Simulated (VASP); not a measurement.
Consider the following.

```
CELL_PARAMETERS angstrom
      3.45191     0.00000     0.00000
     -1.72596     2.98944     0.00000
      0.00000     0.00000    15.66312
ATOMIC_POSITIONS crystal
  Pt 0.66667 0.33333 0.50000
  S  0.33333 0.66667 0.41094
  S  0.33333 0.66667 0.58906
```

All values below come from r2SCAN meta-GGA, VASP's PBE PAW potentials (set 64) (plane waves; VASP). Numerical set-up: 400 eV cut-off, 11×11×1 Γ-centred mesh, tetrahedra with Blöchl corrections, potentials Pt S.

The cell holds a wide vacuum, so values per volume refer to the whole cell.  Unless said otherwise, spin-orbit coupling is left out, though it shifts the bands of the heavy elements here.

**Question.** Predict the energy per atom (σ→0), band gap (over mesh and band path) with the smallest direct gap where there is one.

**Answer.** 
```json
{
  "band gap (over mesh and band path)": "none (metal, semimetal or under 0.01 eV)",
  "energy per atom (σ→0)": "-22.283 eV/atom"
}
```

Only differences to runs with the same potentials and settings are physical.

The cell is a sheet with vacuum, built from a generated structure.
